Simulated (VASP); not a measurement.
Here is the system:

```yaml
crystal:
  lattice:
    - [0.00000, 2.27000, 2.27000]
    - [2.27000, 0.00000, 2.27000]
    - [2.27000, 2.27000, 0.00000]
  atoms:
    - { symbol: B, position: [0.00000, 0.00000, 0.00000] }
    - { symbol: P, position: [0.25000, 0.25000, 0.25000] }
```

These are G0W0 on PBE orbitals, VASP's PBE PAW potentials (set 64) (plane waves; VASP) values and carry that method's errors. Numerical set-up: PREC = Normal, 500 eV cut-off, 4×4×4 Γ-centred mesh, Gaussian smearing of 0.010 eV, potentials B_GW P_GW.

The mesh is coarse and the basis finite, so the quasiparticle values are not converged.

NBANDS = 160, ENCUTGW = 200 eV, NOMEGA = 64. The PBE levels (eV) that the step starts from are:

| state | KS energy | filling |
|---|---|---|
| k1 (0.00, 0.00, 0.00), band 1 | -8.31 | 2 |
| k1 (0.00, 0.00, 0.00), band 2 | 7.16 | 2 |
| k1 (0.00, 0.00, 0.00), band 3 | 7.16 | 2 |
| k1 (0.00, 0.00, 0.00), band 4 | 7.16 | 2 |
| k1 (0.00, 0.00, 0.00), band 5 | 10.54 | 0 |
| k1 (0.00, 0.00, 0.00), band 6 | 10.54 | 0 |
| k1 (0.00, 0.00, 0.00), band 7 | 10.54 | 0 |
| k1 (0.00, 0.00, 0.00), band 8 | 14.51 | 0 |
| k3 (0.50, 0.00, 0.00), band 1 | -4.98 | 2 |
| k3 (0.50, 0.00, 0.00), band 2 | -1.88 | 2 |
| k3 (0.50, 0.00, 0.00), band 3 | 5.40 | 2 |
| k3 (0.50, 0.00, 0.00), band 4 | 5.40 | 2 |
| k3 (0.50, 0.00, 0.00), band 5 | 10.92 | 0 |
| k3 (0.50, 0.00, 0.00), band 6 | 11.85 | 0 |
| k3 (0.50, 0.00, 0.00), band 7 | 11.85 | 0 |
| k3 (0.50, 0.00, 0.00), band 8 | 17.28 | 0 |

Task: Give the quasiparticle energies and renormalisation factors Z.

Result: 
```csv
state,QP energy (eV),Z
"k1 (0.00, 0.00, 0.00), band 1",-9.17,0.73
"k1 (0.00, 0.00, 0.00), band 2",6.53,0.79
"k1 (0.00, 0.00, 0.00), band 3",6.53,0.79
"k1 (0.00, 0.00, 0.00), band 4",6.53,0.79
"k1 (0.00, 0.00, 0.00), band 5",10.82,0.78
"k1 (0.00, 0.00, 0.00), band 6",10.82,0.78
"k1 (0.00, 0.00, 0.00), band 7",10.82,0.78
"k1 (0.00, 0.00, 0.00), band 8",14.76,0.76
"k3 (0.50, 0.00, 0.00), band 1",-5.76,0.72
"k3 (0.50, 0.00, 0.00), band 2",-2.70,0.72
"k3 (0.50, 0.00, 0.00), band 3",4.69,0.78
"k3 (0.50, 0.00, 0.00), band 4",4.69,0.78
"k3 (0.50, 0.00, 0.00), band 5",11.08,0.78
"k3 (0.50, 0.00, 0.00), band 6",12.13,0.78
"k3 (0.50, 0.00, 0.00), band 7",12.13,0.78
"k3 (0.50, 0.00, 0.00), band 8",17.31,0.76
```
On the mesh the gap opens from 1.32 to 1.99 eV.

The compound is BP in the zinc blende structure. The cell was not relaxed at this level. The k-mesh is coarse (spacing up to 0.60 per Å, 2π included), so the numbers may not be converged in it.
